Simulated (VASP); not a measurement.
# Pressure and energy of rock-salt ZrC between −6 % and +6 % volume, AM05 static lattice

A ceramic spacer in a large-volume press has to carry pressure without shortening too much or storing too much elastic energy, which is released if a seal fails. We consider a ZrC spacer 10 mm long with a face of 10 mm², loaded equally from all sides. Our brief asks for a working pressure of at least 4 GPa, a length loss of at most 0.2 mm and a stored energy of at most 0.3 J/mm³. Among the states that pass, we take the one with the highest pressure.

The calculations give the pressure and energy of a perfect crystal at seven volumes. Volume change is counted from the fitted equilibrium volume of 12.71 Å³ per atom, and energy from the lowest point of the series. Positive pressure means compression.

## How the numbers were made

A cell from a diffraction database, relaxed at this level and then scaled evenly, fractional positions kept. VASP 6.6.1, plane waves with PAW, AM05, cutoff 520 eV, k mesh 8×8×8, no spin polarisation, no spin-orbit coupling, static lattice. A Birch-Murnaghan fit to the energies has its minimum at 12.71 Å³ per atom.

Notes on method and selection:

- The pressure is that of a finite plane-wave basis, so it need not vanish exactly at the minimum of the energy.
- Only series whose fit has its minimum inside the range and an error under 0.5 meV per atom are shown.
- Where rows or columns differ in functional or spin-orbit coupling, non-spherical gradient terms in the PAW spheres (LASPH) may be on in some and off in others.
- Runs that did not converge, have known faults or may not be shown are not listed, and runs on Ansatz's PAW sets soft_1 and soft_2 are kept to separate tables.

Columns:

- volume change (%): volume relative to the fitted equilibrium volume.
- pressure (GPa): pressure from the stress tensor (positive: compressed).
- energy (meV/atom): energy per atom above the lowest point of the series.

Input lines of one member:

```
PREC = Accurate
ENCUT = 520
EDIFF = 1E-06
NELM = 100
ISMEAR = 0
SIGMA = 0.05
LREAL = .FALSE.
ALGO = Normal
GGA = AM
NBANDS = 14
LASPH = .TRUE.
LORBIT = 11
KPAR = 2
ISIF = 2
```

Command (options for logging and memory left out): `mpirun -np 2 vasp_std`

## Computed values

| member | volume change (%) | pressure (GPa) | energy (meV/atom) |
| --- | --- | --- | --- |
| 11.94 Å³ | −6.03 | 16.40 | 37.6 |
| 12.19 Å³ | −4.04 | 10.37 | 16.2 |
| 12.45 Å³ | −2.04 | 4.91 | 4.0 |
| 12.70 Å³ | −0.04 | −0.05 | 0.0 |
| 12.96 Å³ | 1.96 | −4.53 | 3.5 |
| 13.21 Å³ | 3.96 | −8.60 | 13.8 |
| 13.47 Å³ | 5.96 | −12.26 | 30.2 |

Least-squares fits to the whole series, with x = volume change (%); R² and errors in the fitted variable (y, or ln y where the fit is in ln y):

| y | members | fit | R² | rms residual | leave-one-out rms | the same for the mean of the others |
| --- | --- | --- | --- | --- | --- | --- |
| pressure (GPa) | 7 | y = −0.14763 − 2.3783 x + 0.059265 x² | 1.00 | 0.044 | 0.12 | 11 |
| energy (meV/atom) | 7 | y = −0.05706 − 0.4218 x + 0.9437 x² | 1.00 | 0.71 | 1.9 | 15 |

## Interpretation

The pressure falls at every step from the smallest cell to the largest, from 16.40 to −12.26 GPa. Across the equilibrium volume the slope is (−4.53 − 4.91) / (1.96 + 2.04) = −2.36 GPa per percent, which corresponds to a bulk modulus $B_0$ of about 2.36 × 100 = 236 GPa.

The slope is not constant. Between the two smallest cells it is (10.37 − 16.40) / (−4.04 + 6.03) = −3.03 GPa per percent, and between the two largest (−12.26 + 8.60) / (5.96 − 3.96) = −1.83. The crystal is therefore about 1.7 times as stiff, per percent of volume, at the compressed end as at the expanded end. With $x$ as a fraction of the volume,

$$P \approx -B_0x + \tfrac{1}{2}B_0(1+B_0')x^2 ,$$

and the fitted coefficients give 2 × 0.059265 × 100 / 2.3783 = 4.98 for $1+B_0'$. The bulk modulus thus rises by roughly 4 GPa for each GPa of pressure.

The energy follows from the same stiffness, as $E \approx \tfrac{1}{2}B_0V_0x^2$ near the minimum. It is lopsided further out: 37.6 meV/atom at −6.03 % against 30.2 at +5.96 %.

The cause lies in the Zr–C distance, which in this structure equals the cube root of the volume per atom. It runs from roughly 2.3 Å in the smallest cell to roughly 2.4 Å in the largest. On the standard account of bonding, the Pauli repulsion between overlapping electron clouds grows faster on shortening than the attraction does, so compression costs more than an equal expansion. The columns give only the sum of the two.

## Departures from the trend

Largest departures from the fit to the whole series:

| member | pressure (GPa) | fit | computed − fit | in rms residuals |
| --- | --- | --- | --- | --- |
| 12.19 Å³ | 10.37 | 10.43 | −0.06 | 1.3 |
| 11.94 Å³ | 16.40 | 16.35 | +0.05 | 1.2 |
| 12.96 Å³ | −4.53 | −4.58 | +0.05 | 1.2 |
| 13.47 Å³ | −12.26 | −12.22 | −0.04 | 1.0 |

All seven members can be used. The largest departure from the pressure fit is 0.06 GPa, and the departures change sign along the series in the way a missing cubic term would produce. The parabola for the energy has the same defect: it puts the minimum at 0.4218 / (2 × 0.9437) = +0.22 %, so the equilibrium volume should be taken from the Birch-Murnaghan fit.

The 12.70 Å³ cell shows a small numerical offset. At −0.04 % its pressure should be about 0.04 × 2.36 = +0.09 GPa, but the stress tensor gives −0.05. The difference of −0.14 GPa has the sign and size expected of a finite plane-wave basis, and it is negligible for the brief.

## Choosing a member

The four cells from 12.70 Å³ upwards have negative pressure and fail at once. For the three compressed cells we convert the table with

$$\Delta L = 10\ \text{mm}\,\left[1-(1+x/100)^{1/3}\right],\qquad u = 0.1602\,E/12.71,\qquad F = 10\,P,$$

where $x$ is the volume change in percent, $E$ is in meV/atom, $u$ in J/mm³ of unloaded volume, $P$ in GPa and $F$ in kN. The factor 0.1602 turns meV/Å³ into J/mm³.

- **11.94 Å³:** the face carries 10 × 16.40 = 164 kN. The length loss is roughly 0.21 mm, just over the limit, and the stored energy is 0.1602 × 37.6 / 12.71 = 0.474 J/mm³, well over it. This state fails.
- **12.19 Å³:** the face carries 10 × 10.37 = 104 kN. The length loss is roughly 0.14 mm and the stored energy 0.1602 × 16.2 / 12.71 = 0.204 J/mm³. This state passes.
- **12.45 Å³:** the face carries 10 × 4.91 = 49 kN. The length loss is roughly 0.07 mm and the stored energy 0.1602 × 4.0 / 12.71 = 0.050 J/mm³. This state passes.

The pick is 12.19 Å³, at 10.37 GPa, and the runner-up is 12.45 Å³, at 4.91 GPa.

For the level's own error we allow roughly 10 % in the stiffness, a usual size for functionals of this kind. At a held pressure, length loss and stored energy both scale about inversely with stiffness. If real ZrC is 10 % softer, the pick moves to roughly 0.14 / 0.9 = 0.16 mm and 0.204 / 0.9 = 0.227 J/mm³, and still passes. If it is 10 % stiffer, the 11.94 Å³ state comes down to 0.474 / 1.1 = 0.431 J/mm³, and still fails.

The pick would be overturned if the real stiffness were below about 0.14 / 0.2 = 0.7 of the computed one, or if the permitted length loss were cut to roughly 0.1 mm. In either case the runner-up takes its place.

## What to take away

Between −6 % and +6 % in volume, ZrC at this level resists with about 2.4 GPa per percent near equilibrium, more under compression and less under expansion.

Two effects left out of the table matter for a real part. Real ceramics contain flaws and break in tension at well under 1 GPa, so the states at −4.53 GPa and beyond describe the perfect crystal and not a usable part. Heating at fixed volume adds a positive thermal pressure, about the volume expansion coefficient times the bulk modulus times the temperature rise. With a rough coefficient of 0.00002 per K, a rise of 1000 K gives 0.00002 × 236 × 1000 = 4.7 GPa, which is close to the gap between the pick and the runner-up. A hot spacer therefore reaches a given pressure at a larger volume than the table states.

[Logs are printed without paths, hosts, clocks, repeated set-up lines and the standing remarks that a program may print on its own settings, such as how far it seeks lower states.]
